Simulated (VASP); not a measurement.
## ZnAu: structure and properties in VASP

Wanted: the relaxed cell of ZnAu and its properties. The steps: relaxing cell and atoms (LDA), second relaxation, single point with fields (LDA), bands along the symmetry lines (LDA), density of states (LDA), vibrations at Γ (LDA), volume scan with LDA and fit for LDA. The start is a cell from a database of measured crystal structures.

Program: VASP 6.6.1. Level of theory: LDA; plane waves and PAW (Zn, Au). Results are calculated unless marked as measured.

### 1. Starting point

Before any relaxation, the start is as follows. The structure is cubic, space group Pm-3m (No. 221). Conventional cell: a = 3.147 Å, b = 3.147 Å, c = 3.147 Å, α = 90.00°, β = 90.00°, γ = 90.00°. Nearest to Zn lie 8 Au at 2.73 Å. Nearest to Au lie 8 Zn at 2.73 Å. Farther neighbours are not listed.

As a file:

```
Zn Au
1.0
     3.14700    0.00000    0.00000
     0.00000    3.14700    0.00000
     0.00000    0.00000    3.14700
Zn Au
1 1
Direct
  0.50000 0.50000 0.50000
  0.00000 0.00000 0.00000
```

### 2. Relaxing cell and atoms (LDA)

The start need not lie at this functional's minimum. ISIF = 3 frees volume, shape and positions, and EDIFFG sets the threshold on forces and stress at which the search stops. LDA, the lowest rung, knows the local density alone.

INCAR

```
SYSTEM = ZnAu
PREC = Accurate
ENCUT = 400
EDIFF = 1E-06
NELM = 100
ISMEAR = 1
SIGMA = 0.2
LREAL = .FALSE.
ALGO = Normal
GGA = CA
NBANDS = 17
LASPH = .TRUE.
LORBIT = 11
LWAVE = .FALSE.
LCHARG = .FALSE.
KPAR = 2
IBRION = 2
NSW = 60
ISIF = 3
EDIFFG = -0.01
```

POSCAR

```
ZnAu
1.0
    3.1470000000      0.0000000000      0.0000000000
    0.0000000000      3.1470000000      0.0000000000
    0.0000000000      0.0000000000      3.1470000000
Zn Au
1 1
Direct
    0.5000000000      0.5000000000      0.5000000000
    0.0000000000      0.0000000000      0.0000000000
```

KPOINTS

```
Automatic mesh
0
Gamma
6 6 6
0 0 0
```

Potentials, in the order of the species: Zn and Au (LDA family, release 64).

Run with:

```console
mpirun -np 2 vasp_std
```

Log:

```text
[banner, memory and clock lines left out]
running    2 mpi-ranks, on    1 nodes
 distrk:  each k-point on    1 cores,    2 groups
 distr:  one band on    1 cores,    1 groups

 POSCAR found type information on POSCAR ZnAu
 POSCAR found :  2 types and       2 ions
 LDA part: xc-table for (Slater(with rela. corr.)+CA(PZ))
 , standard interpolation
 POSCAR, INCAR and KPOINTS ok, starting setup
 FFT: planning ... GRIDC
 FFT: planning ... GRID_SOFT
 FFT: planning ... GRID
 WAVECAR not read
 entering main loop
       N       E                     dE             d eps       ncg     rms          rms(c)
DAV:   1     0.104482055341E+03    0.10448E+03   -0.97342E+03   720   0.146E+03
DAV:   2    -0.366382882119E+01   -0.10815E+03   -0.10443E+03   697   0.278E+02
DAV:   3    -0.721592024775E+01   -0.35521E+01   -0.35343E+01   739   0.585E+01
DAV:   4    -0.724375272983E+01   -0.27832E-01   -0.27827E-01   781   0.447E+00
DAV:   5    -0.724408720141E+01   -0.33447E-03   -0.33447E-03   760   0.521E-01    0.865E+00
DAV:   6    -0.673250013235E+01    0.51159E+00   -0.15860E+00   710   0.141E+01    0.542E+00
DAV:   7    -0.670022787970E+01    0.32272E-01   -0.30040E-02   950   0.378E+00    0.291E+00
DAV:   8    -0.668857132794E+01    0.11657E-01   -0.10904E-02   767   0.110E+00    0.158E-01
DAV:   9    -0.668855441845E+01    0.16909E-04   -0.36704E-04   852   0.326E-01    0.711E-02
DAV:  10    -0.668854971535E+01    0.47031E-05   -0.48210E-05   724   0.724E-02    0.161E-02
DAV:  11    -0.668854918953E+01    0.52582E-06   -0.28245E-06   637   0.247E-02
   1 F= -.66885492E+01 E0= -.66853699E+01  d E =-.668855E+01
 curvature:   0.00 expect dE= 0.000E+00 dE for cont linesearch  0.000E+00
 trial: gam= 0.00000 g(F)=  0.000E+00 g(S)=  0.112E+00 ort = 0.000E+00 (trialstep = 0.100E+01)
 search vector abs. value=  0.112E+00
 bond charge predicted
       N       E                     dE             d eps       ncg     rms          rms(c)
DAV:   1    -0.931958623014E+01   -0.26310E+01   -0.32409E+01   740   0.942E+01    0.111E+01
DAV:   2    -0.688308628934E+01    0.24365E+01   -0.74311E+00   736   0.772E+01    0.312E+00
DAV:   3    -0.674266480762E+01    0.14042E+00   -0.61646E-01   808   0.165E+01    0.218E+00
DAV:   4    -0.671309939677E+01    0.29565E-01   -0.25616E-02   978   0.529E+00    0.143E+00
DAV:   5    -0.668675609516E+01    0.26343E-01   -0.17613E-02   919   0.473E+00    0.143E-01
DAV:   6    -0.668683732172E+01   -0.81227E-04   -0.38966E-03   777   0.915E-01    0.521E-02
DAV:   7    -0.668686380017E+01   -0.26478E-04   -0.12766E-04   777   0.140E-01    0.169E-02
DAV:   8    -0.668686138317E+01    0.24170E-05   -0.14530E-05   764   0.466E-02    0.258E-03
DAV:   9    -0.668686145211E+01   -0.68943E-07   -0.15584E-07   378   0.715E-03
   2 F= -.66868615E+01 E0= -.66850728E+01  d E =0.168774E-02
 trial-energy change:    0.001688  1 .order    0.007276   -0.112390    0.126942
 step:   0.5046(harm=  0.4696)  dis= 0.00000  next Energy=    -6.717624 (dE=-0.291E-01)
 bond charge predicted
       N       E                     dE             d eps       ncg     rms          rms(c)
DAV:   1    -0.732655634043E+01   -0.63969E+00   -0.81079E+00   714   0.534E+01    0.514E+00
DAV:   2    -0.677039222536E+01    0.55616E+00   -0.15081E+00   769   0.241E+01    0.207E+00
DAV:   3    -0.673127675658E+01    0.39115E-01   -0.64888E-02   736   0.269E+00    0.134E+00
DAV:   4    -0.671887435518E+01    0.12402E-01   -0.74828E-03   929   0.221E+00    0.278E-01
DAV:   5    -0.671792352883E+01    0.95083E-03   -0.19456E-03   699   0.527E-01    0.364E-02
DAV:   6    -0.671792898967E+01   -0.54608E-05   -0.79611E-05   710   0.785E-02    0.175E-02
DAV:   7    -0.671792971868E+01   -0.72901E-06   -0.13477E-05   944   0.902E-02    0.236E-03
DAV:   8    -0.671792979261E+01   -0.73926E-07   -0.14852E-06   413   0.213E-02
   3 F= -.67179298E+01 E0= -.67150239E+01  d E =-.293806E-01
 curvature:  -0.23 expect dE=-0.640E-06 dE for cont linesearch -0.640E-06
 trial: gam=-0.00491 g(F)=  0.122E-63 g(S)=  0.274E-05 ort = 0.555E-03 (trialstep = 0.901E+00)
 search vector abs. value=  0.167E-09
 reached required accuracy - stopping structural energy minimisation
```

Elapsed: 5 s, on 2 MPI ranks of Intel Xeon 6975P-C (Granite Rapids), shared host; peak memory 0.24 GiB; 9 s of CPU time.

The logs omit lines about the potential files and the build; timing stands in the text.

Parts of OUTCAR (step 2):

```text
ion  position               nearest neighbor table
   1  0.500  0.500  0.500-   2 2.73   2 2.73   2 2.73   2 2.73   2 2.73   2 2.73   2 2.73   2 2.73

  LATTYP: Found a simple cubic cell.
 ALAT       =     3.1470000000

 Subroutine GETGRP returns: Found 48 space group operations
 (whereof 48 operations were pure point group operations)

The static configuration has the point symmetry O_h .

 Found     20 irreducible k-points:

   k-points           NKPTS =     20   k-points in BZ     NKDIM =     20   number of bands    NBANDS=     17

   dimension x,y,z NGX =    24 NGY =   24 NGZ =   24
   dimension x,y,z NGXF=    48 NGYF=   48 NGZF=   48

   ENCUT  =  400.0 eV  29.40 Ry    5.42 a.u.   5.13  5.13  5.13*2*pi/ulx,y,z

   NELECT =      23.0000    total number of electrons

 k-points in reciprocal lattice and weights: Automatic mesh
   0.00000000  0.00000000  0.00000000       0.005
   0.16666667  0.00000000  0.00000000       0.028
   0.33333333  0.00000000  0.00000000       0.028
   0.50000000  0.00000000  0.00000000       0.014
   0.16666667  0.16666667  0.00000000       0.056
   0.33333333  0.16666667  0.00000000       0.111
   0.50000000  0.16666667  0.00000000       0.056
   0.33333333  0.33333333  0.00000000       0.056
   0.50000000  0.33333333  0.00000000       0.056
[...]
0.50000000  0.50000000  0.33333333       0.028
   0.50000000  0.50000000  0.50000000       0.005

 average (electrostatic) potential at core
       1 -33.4603       2 -66.9899

 E-fermi :   7.5874

 k-point     1 :       0.0000    0.0000    0.0000
  band No.  band energies     occupation
    ...
      7       1.8461      2.00000
      8       1.8461      2.00000
      9       3.6398      2.00000
     10       3.6398      2.00000
     11       3.6398      2.00000
     12      12.4655      0.00000
     13      12.4655      0.00000
     14      12.4655      0.00000
     15      16.7964      0.00000
     16      20.0394      0.00000
    ...

 k-point     2 :       0.1667    0.0000    0.0000
  band No.  band energies     occupation
    ...
      7       1.7526      2.00000
      8       1.9751      2.00000
      9       3.2676      2.00000
     10       3.2676      2.00000
     11       3.5947      2.00000
     12       9.7634     -0.00000
     13      13.4105      0.00000
     14      13.4105      0.00000
     15      17.9593      0.00000
     16      19.4692      0.00000
    ...

 k-point     3 :       0.3333    0.0000    0.0000
  band No.  band energies     occupation
    ...
      8       2.1386      2.00000
      9       2.6236      2.00000
     10       2.6236      2.00000
     11       3.5007      2.00000
     12       6.4424      2.00000
     13      15.7747      0.00000
     14      15.7747      0.00000
     15      18.4876      0.00000
     16      18.4986      0.00000
     17      22.4431      0.00000

  Total       -0.0061512     -0.0061512     -0.0061512     -0.0000000     -0.0000000      0.0000000
  in kB       -0.3310497     -0.3310497     -0.3310497     -0.0000000     -0.0000000      0.0000000
  external PRESSURE =      -0.3310497 kB  Pullay stress =       0.0000000 kB

  energy-cutoff  :      400.00
  volume of cell :       29.77
      direct lattice vectors                 reciprocal lattice vectors
     3.099261904 -0.000000000  0.000000000     0.322657468  0.000000000  0.000000000
    -0.000000000  3.099261904  0.000000000     0.000000000  0.322657468  0.000000000
    -0.000000000 -0.000000000  3.099261904    -0.000000000 -0.000000000  0.322657468

 POSITION                                       TOTAL-FORCE (eV/Angst)
 -----------------------------------------------------------------------------------
      1.54963      1.54963      1.54963        -0.000000     -0.000000      0.000000
      0.00000      0.00000      0.00000         0.000000      0.000000      0.000000
 -----------------------------------------------------------------------------------
    total drift:                                0.000000      0.000000     -0.000000

  FREE ENERGIE OF THE ION-ELECTRON SYSTEM (eV)
  ---------------------------------------------------
  free  energy   TOTEN  =        -6.7179297926 eV

  energy  without entropy=       -6.7092122373  energy(sigma->0) =       -6.71502394

 reached required accuracy - stopping structural energy minimisation

 total charge
# of ion       s       p       d       tot
------------------------------------------
    1        0.543   0.496   9.777  10.816
    2        0.638   0.429   8.705   9.773
--------------------------------------------------
tot          1.181   0.925  18.482  20.588

[... 3 further parts left out ...]
```

CONTCAR:

```
ZnAu
   1.00000000000000
     3.0992619040381952   -0.0000000000000000    0.0000000000000000
    -0.0000000000000000    3.0992619040381952    0.0000000000000000
    -0.0000000000000000   -0.0000000000000000    3.0992619040381952
  Zn              Au
     1     1
Direct
     0.5000000000000000    0.5000000000000000    0.5000000000000000
     0.0000000000000000    0.0000000000000000    0.0000000000000000
```

This run has no spin polarisation. Its electron count is odd, so without a moment it is a metal by construction. The k-mesh is coarse for a metal. The run keeps the 48 symmetry operations of its start, so it cannot find a distortion of lower symmetry.

Step by step:

```csv
step,energy less that of the first step (eV),largest force (eV/Å),pressure (GPa),volume (Å³)
1,0.0000,0.0000,-6.41,31.17
2,0.0017,0.0000,7.93,28.44
3,-0.0294,0.0000,-0.03,29.77
```

```csv
"conventional cell, symmetrised",before,after,change
a (Å),3.147,3.099,-1.5 %
b (Å),3.147,3.099,-1.5 %
c (Å),3.147,3.099,-1.5 %
volume (Å³/atom),15.58,14.88,-4.5 %
```

The relaxed structure:

```
Zn Au
1.0
     3.09926    0.00000    0.00000
     0.00000    3.09926    0.00000
     0.00000    0.00000    3.09926
Zn Au
1 1
Direct
  0.50000 0.50000 0.50000
  0.00000 0.00000 0.00000
```

This step gave:

```yaml
electrons: 23
bands: 17
irreducible_k_points: 20
symmetry_operations: 48
free_energy_toten: -6.718 eV
energy_at_zero_smearing: -6.715 eV
fermi_energy: 7.587 eV
pressure: -0.03310 GPa
metallic: yes
scf_cycles_over_all_ionic_steps: 28
```

It ends with forces that vanish by symmetry and a pressure of -0.03 GPa. The volume lies -4.5 % from that of the database's start, which holds the thermal and zero-point expansion of its experiment. LDA is known to overbind.

### 3. Second relaxation

The basis stayed that of the start cell while the cell moved. A rerun from the cell reached resets it; the error of the finite cutoff stays.

INCAR is that of step 2.

POSCAR

```
ZnAu
1.0
    3.0992619040      0.0000000000      0.0000000000
    0.0000000000      3.0992619040      0.0000000000
    0.0000000000      0.0000000000      3.0992619040
Zn Au
1 1
Direct
    0.5000000000      0.5000000000      0.5000000000
    0.0000000000      0.0000000000      0.0000000000
```

KPOINTS is that of step 2.

Run with:

```console
mpirun -np 2 vasp_std
```

Log:

```text
[... set-up lines as in an earlier step ...]
 entering main loop
       N       E                     dE             d eps       ncg     rms          rms(c)
DAV:   1     0.104217890155E+03    0.10422E+03   -0.10071E+04   728   0.149E+03
DAV:   2    -0.372175490210E+01   -0.10794E+03   -0.10466E+03   717   0.277E+02
DAV:   3    -0.726524278063E+01   -0.35435E+01   -0.35273E+01   749   0.580E+01
DAV:   4    -0.729181110671E+01   -0.26568E-01   -0.26561E-01   767   0.448E+00
DAV:   5    -0.729212252682E+01   -0.31142E-03   -0.31141E-03   760   0.508E-01    0.981E+00
DAV:   6    -0.676296965258E+01    0.52915E+00   -0.15445E+00   711   0.141E+01    0.598E+00
DAV:   7    -0.672683392241E+01    0.36136E-01   -0.34539E-02   936   0.401E+00    0.310E+00
DAV:   8    -0.671518318092E+01    0.11651E-01   -0.98628E-03   757   0.106E+00    0.141E-01
DAV:   9    -0.671516195714E+01    0.21224E-04   -0.32132E-04   874   0.353E-01    0.656E-02
DAV:  10    -0.671516171883E+01    0.23830E-06   -0.41777E-05   726   0.643E-02    0.189E-02
DAV:  11    -0.671516115649E+01    0.56234E-06   -0.17417E-06   542   0.161E-02
   1 F= -.67151612E+01 E0= -.67122558E+01  d E =-.671516E+01
 curvature:   0.00 expect dE= 0.000E+00 dE for cont linesearch  0.000E+00
 trial: gam= 0.00000 g(F)=  0.000E+00 g(S)=  0.100E-03 ort = 0.000E+00 (trialstep = 0.100E+01)
 search vector abs. value=  0.100E-03
 bond charge predicted
       N       E                     dE             d eps       ncg     rms          rms(c)
DAV:   1    -0.671732334675E+01   -0.21616E-02   -0.28235E-02   735   0.299E+00    0.307E-01
DAV:   2    -0.671530942260E+01    0.20139E-02   -0.57167E-03   764   0.174E+00    0.109E-01
DAV:   3    -0.671518250366E+01    0.12692E-03   -0.22449E-04   691   0.158E-01    0.711E-02
DAV:   4    -0.671514502978E+01    0.37474E-04   -0.15761E-05   976   0.140E-01    0.286E-02
DAV:   5    -0.671513579093E+01    0.92389E-05   -0.72721E-06   807   0.328E-02    0.216E-03
DAV:   6    -0.671513580489E+01   -0.13968E-07   -0.62647E-07   356   0.101E-02
   2 F= -.67151358E+01 E0= -.67122753E+01  d E =0.253516E-04
 trial-energy change:    0.000025  1 .order    0.000011   -0.000100    0.000122
 step:   0.3605(harm=  0.4516)  dis= 0.00000  next Energy=    -6.715179 (dE=-0.174E-04)
 bond charge predicted
       N       E                     dE             d eps       ncg     rms          rms(c)
DAV:   1    -0.671607125809E+01   -0.93547E-03   -0.11604E-02   733   0.193E+00    0.196E-01
DAV:   2    -0.671524731821E+01    0.82394E-03   -0.23392E-03   761   0.110E+00    0.704E-02
DAV:   3    -0.671519534594E+01    0.51972E-04   -0.90246E-05   687   0.977E-02    0.457E-02
DAV:   4    -0.671517972285E+01    0.15623E-04   -0.66746E-06   911   0.893E-02    0.174E-02
DAV:   5    -0.671517630003E+01    0.34228E-05   -0.29918E-06   665   0.194E-02    0.133E-03
DAV:   6    -0.671517630718E+01   -0.71486E-08   -0.26291E-07   345   0.694E-03
   3 F= -.67151763E+01 E0= -.67122868E+01  d E =-.151507E-04
 curvature:  -0.22 expect dE=-0.324E-07 dE for cont linesearch -0.324E-07
 trial: gam= 0.00000 g(F)=  0.406E-64 g(S)=  0.147E-06 ort =-0.384E-05 (trialstep = 0.872E+00)
 search vector abs. value=  0.148E-06
 reached required accuracy - stopping structural energy minimisation
```

The job ended after 3.8 s (2 MPI ranks; peak memory 0.23 GiB; 6.5 s of CPU time).

OUTCAR, selected parts (step 3):

```text
  LATTYP: Found a simple cubic cell.
 ALAT       =     3.0992619040

The static configuration has the point symmetry O_h .

 Found     20 irreducible k-points:

   dimension x,y,z NGX =    20 NGY =   20 NGZ =   20
   dimension x,y,z NGXF=    40 NGYF=   40 NGZF=   40

   ENCUT  =  400.0 eV  29.40 Ry    5.42 a.u.   5.05  5.05  5.05*2*pi/ulx,y,z

   NELECT =      23.0000    total number of electrons

 E-fermi :   7.6009

 k-point     1 :       0.0000    0.0000    0.0000
  band No.  band energies     occupation
    ...
      7       1.8561      2.00000
      8       1.8561      2.00000
      9       3.6513      2.00000
     10       3.6513      2.00000
     11       3.6513      2.00000
     12      12.4796      0.00000
     13      12.4796      0.00000
     14      12.4796      0.00000
     15      16.8219      0.00000
     16      20.0603      0.00000
    ...

 k-point     2 :       0.1667    0.0000    0.0000
  band No.  band energies     occupation
    ...
      7       1.7619      2.00000
      8       1.9848      2.00000
      9       3.2783      2.00000
     10       3.2783      2.00000
     11       3.6060      2.00000
     12       9.7774     -0.00000
     13      13.4259      0.00000
     14      13.4259      0.00000
     15      17.9835      0.00000
     16      19.4877      0.00000
    ...

  Total        0.0014277      0.0014277      0.0014277      0.0000000     -0.0000000      0.0000000
  in kB        0.0769104      0.0769104      0.0769104      0.0000000     -0.0000000      0.0000000
  external PRESSURE =       0.0769104 kB  Pullay stress =       0.0000000 kB

  energy-cutoff  :      400.00
  volume of cell :       29.74
      direct lattice vectors                 reciprocal lattice vectors
     3.098259231  0.000000000 -0.000000000     0.322761888  0.000000000 -0.000000000
    -0.000000000  3.098259231 -0.000000000    -0.000000000  0.322761888 -0.000000000
     0.000000000  0.000000000  3.098259231     0.000000000  0.000000000  0.322761888

 POSITION                                       TOTAL-FORCE (eV/Angst)
 -----------------------------------------------------------------------------------
      1.54913      1.54913      1.54913        -0.000000     -0.000000      0.000000
      0.00000      0.00000      0.00000         0.000000      0.000000      0.000000
 -----------------------------------------------------------------------------------
    total drift:                               -0.000000      0.000000     -0.000000

  FREE ENERGIE OF THE ION-ELECTRON SYSTEM (eV)
  ---------------------------------------------------
  free  energy   TOTEN  =        -6.7151763072 eV

  energy  without entropy=       -6.7065077450  energy(sigma->0) =       -6.71228679

 total charge
# of ion       s       p       d       tot
------------------------------------------
    1        0.543   0.497   9.777  10.817
    2        0.639   0.430   8.705   9.774
--------------------------------------------------
tot          1.181   0.927  18.482  20.590

[... 4 parts as in an earlier step ...]

[... 6 further parts left out ...]
```

CONTCAR:

```
ZnAu
   1.00000000000000
     3.0982592306270931    0.0000000000000000   -0.0000000000000000
    -0.0000000000000000    3.0982592306270931   -0.0000000000000000
     0.0000000000000000    0.0000000000000000    3.0982592306270931
  Zn              Au
     1     1
Direct
     0.5000000000000000    0.5000000000000000    0.5000000000000000
     0.0000000000000000    0.0000000000000000    0.0000000000000000
```

Little changed from the start: no atom moved by 0.005 Å and no cell edge by 0.1 %.

Numbers from this step:

```
free energy (TOTEN)             : -6.715 eV
energy at zero smearing         : -6.712 eV
Fermi energy                    : 7.601 eV
pressure                        : 0.007691 GPa
SCF cycles over all ionic steps : 23
```

It ends with forces that vanish by symmetry and a pressure of 0.01 GPa. The volume moved by only 0.10 %, so the volume is settled.

(Continued in part 2 of 4.)

[Lines on the potential files, build, host, timing and source positions are cut from VASP's logs without a mark.]

[Logs are printed without paths, hosts, clocks, repeated set-up lines and the standing remarks that a program may print on its own settings, such as how far it seeks lower states.]

[Hosts, paths, dates, database ids (printed as entryN), source tags and the programs' standing remarks are cut or masked in the printed files.]

[A measured line is paired with the nearest computed mode of its activity, which favours agreement.]
